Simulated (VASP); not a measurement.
Method: PBE GGA, VASP's PBE PAW potentials (set 64) (plane waves; VASP 6.6.1).

The input files of a VASP run:

INCAR:
```
SIGMA  =  0.05
SYSTEM  =  Ga36N36
GGA  =  PE   # PBE
PREC  =  Normal
NELMIN  =  4
ALGO  =  Fast
LMAXMIX  =  4   # l cut-off of mixed one-centre charges
LREAL  =  Auto
ENCUT  =  400   # plane-wave cut-off (eV)
EDIFF  =  1E-5   # SCF stop (eV)
NSW  =  20
ISMEAR  =  0
NELM  =  100
LCHARG  =  .FALSE.
LASPH  =  .TRUE.
EDIFFG  =  -0.03   # ionic stop
LWAVE  =  .TRUE.
ISIF  =  2   # forces and stress, cell fixed
IBRION  =  2   # conjugate gradients
```

### POSCAR
```
Ga36N36
1.0
  4.8683178924  -8.4321738171   0.0000000000
  4.8683178924   8.4321738171   0.0000000000
  0.0000000000   0.0000000000  10.5562839808
Ga N
36 36
Cart
  1.6227710080  -0.9369072650   2.6390709952
  1.6227710080   0.9369072650   0.0000000000
  1.6227710080  -0.9369072650   7.9172129856
  1.6227710080   0.9369072650   5.2781419904
  3.2455420161   1.8738145300   2.6390709952
  3.2455468844   3.7476374921   0.0000000000
  3.2455420161   1.8738145300   7.9172129856
  3.2455468844   3.7476374921   5.2781419904
  4.8683178924   4.6845447571   2.6390709952
  4.8683178924   6.5583592871   0.0000000000
  4.8683178924   4.6845447571   7.9172129856
  4.8683178924   6.5583592871   5.2781419904
  3.2455468844  -3.7476374921   2.6390709952
  3.2455420161  -1.8738145300   0.0000000000
  3.2455468844  -3.7476374921   7.9172129856
  3.2455420161  -1.8738145300   5.2781419904
  4.8683178924  -0.9369156972   2.6390709952
  4.8683178924   0.9369156972   0.0000000000
  4.8683178924  -0.9369156972   7.9172129856
  4.8683178924   0.9369156972   5.2781419904
  6.4910937687   1.8738145300   2.6390709952
  6.4910889004   3.7476374921   0.0000000000
  6.4910937687   1.8738145300   7.9172129856
  6.4910889004   3.7476374921   5.2781419904
  4.8683178924  -6.5583592871   2.6390709952
  4.8683178924  -4.6845447571   0.0000000000
  4.8683178924  -6.5583592871   7.9172129856
  4.8683178924  -4.6845447571   5.2781419904
  6.4910889004  -3.7476374921   2.6390709952
  6.4910937687  -1.8738145300   0.0000000000
  6.4910889004  -3.7476374921   7.9172129856
  6.4910937687  -1.8738145300   5.2781419904
  8.1138647768  -0.9369072650   2.6390709952
  8.1138647768   0.9369072650   0.0000000000
  8.1138647768  -0.9369072650   7.9172129856
  8.1138647768   0.9369072650   5.2781419904
  1.6227710080  -0.9369072650   4.6289305256
  1.6227710080   0.9369072650   1.9898595304
  1.6227710080  -0.9369072650   9.9070725160
  1.6227710080   0.9369072650   7.2680015208
  3.2455420161   1.8738145300   4.6289305256
  3.2455468844   3.7476374921   1.9898595304
  3.2455420161   1.8738145300   9.9070725160
  3.2455468844   3.7476374921   7.2680015208
  4.8683178924   4.6845447571   4.6289305256
  4.8683178924   6.5583592871   1.9898595304
  4.8683178924   4.6845447571   9.9070725160
  4.8683178924   6.5583592871   7.2680015208
  3.2455468844  -3.7476374921   4.6289305256
  3.2455420161  -1.8738145300   1.9898595304
  3.2455468844  -3.7476374921   9.9070725160
  3.2455420161  -1.8738145300   7.2680015208
  4.8683178924  -0.9369156972   4.6289305256
  4.8683178924   0.9369156972   1.9898595304
  4.8683178924  -0.9369156972   9.9070725160
  4.8683178924   0.9369156972   7.2680015208
  6.4910937687   1.8738145300   4.6289305256
  6.4910889004   3.7476374921   1.9898595304
  6.4910937687   1.8738145300   9.9070725160
  6.4910889004   3.7476374921   7.2680015208
  4.8683178924  -6.5583592871   4.6289305256
  4.8683178924  -4.6845447571   1.9898595304
  4.8683178924  -6.5583592871   9.9070725160
  4.8683178924  -4.6845447571   7.2680015208
  6.4910889004  -3.7476374921   4.6289305256
  6.4910937687  -1.8738145300   1.9898595304
  6.4910889004  -3.7476374921   9.9070725160
  6.4910937687  -1.8738145300   7.2680015208
  8.1138647768  -0.9369072650   4.6289305256
  8.1138647768   0.9369072650   1.9898595304
  8.1138647768  -0.9369072650   9.9070725160
  8.1138647768   0.9369072650   7.2680015208
```

### KPOINTS
```
Automatic mesh
0
Gamma
1 1 1
0 0 0
```

POTCAR, in this order: Ga N (PBE.64 set). Program: vasp_gam.

Output

OSZICAR:
```
       N       E                     dE             d eps       ncg     rms          rms(c)
DAV:   1     0.200958080933E+04    0.20096E+04   -0.13087E+05   370   0.123E+03
DAV:   2    -0.268840464244E+03   -0.22784E+04   -0.21659E+04   455   0.291E+02
DAV:   3    -0.500638544242E+03   -0.23180E+03   -0.22897E+03   436   0.978E+01
DAV:   4    -0.507376167636E+03   -0.67376E+01   -0.66929E+01   460   0.171E+01
DAV:   5    -0.507566353728E+03   -0.19019E+00   -0.18993E+00   468   0.261E+00    0.539E+01
RMM:   6    -0.430166913788E+03    0.77399E+02   -0.33275E+02   362   0.308E+01    0.217E+01
RMM:   7    -0.433848870173E+03   -0.36820E+01   -0.64570E+01   362   0.141E+01    0.126E+01
RMM:   8    -0.432971740377E+03    0.87713E+00   -0.44026E+00   362   0.447E+00    0.284E+00
RMM:   9    -0.433049473108E+03   -0.77733E-01   -0.87924E-01   370   0.178E+00    0.130E+00
RMM:  10    -0.433107274046E+03   -0.57801E-01   -0.10133E+00   377   0.160E+00    0.133E+00
RMM:  11    -0.433070257191E+03    0.37017E-01   -0.37683E-01   362   0.119E+00    0.380E-01
RMM:  12    -0.433067854241E+03    0.24030E-02   -0.25798E-02   365   0.388E-01    0.220E-01
RMM:  13    -0.433066680853E+03    0.11734E-02   -0.11087E-02   368   0.180E-01    0.423E-02
RMM:  14    -0.433066835439E+03   -0.15459E-03   -0.17965E-03   395   0.722E-02    0.269E-02
RMM:  15    -0.433066835802E+03   -0.36339E-06   -0.28431E-04   364   0.285E-02    0.142E-02
RMM:  16    -0.433066840563E+03   -0.47607E-05   -0.52550E-05   296   0.124E-02
   1 F= -.43306684E+03 E0= -.43306684E+03  d E =-.433067E+03
```

**OUTCAR**
```
------------------------ aborting loop because EDIFF is reached ----------------------------------------
  FORCE on cell =-STRESS in cart. coord.  units (eV):
  Direction    XX          YY          ZZ          XY          YZ          ZX
  --------------------------------------------------------------------------------------
  Total       -9.0274813     -9.0274810    -19.9872548      0.0000000      0.0000000     -0.0000000
  in kB      -16.6885129    -16.6885124    -36.9491278      0.0000000      0.0000000     -0.0000000
  external PRESSURE =     -23.4420510 kB  Pullay stress =       0.0000000 kB
  volume of cell :      866.68
      direct lattice vectors                 reciprocal lattice vectors
     4.868317892 -8.432173817  0.000000000     0.102704879 -0.059296690  0.000000000
     4.868317892  8.432173817  0.000000000     0.102704879  0.059296690  0.000000000
     0.000000000  0.000000000 10.556283981     0.000000000  0.000000000  0.094730305
  FREE ENERGIE OF THE ION-ELECTRON SYSTEM (eV)
  ---------------------------------------------------
  free  energy   TOTEN  =      -433.0668405632 eV

  energy  without entropy=     -433.0668405632  energy(sigma->0) =     -433.06684056

 reached required accuracy - stopping structural energy minimisation
```
(Selected blocks of OUTCAR.)

At this cut-off the stress carries a Pulay error, which pulls relaxed volumes low. The supercell is sampled at Γ alone, which is coarse: total energies, pressure and levels can be off, energies of defects by several tenths of an eV.

The cell is a supercell, built from GaN (wurtzite).
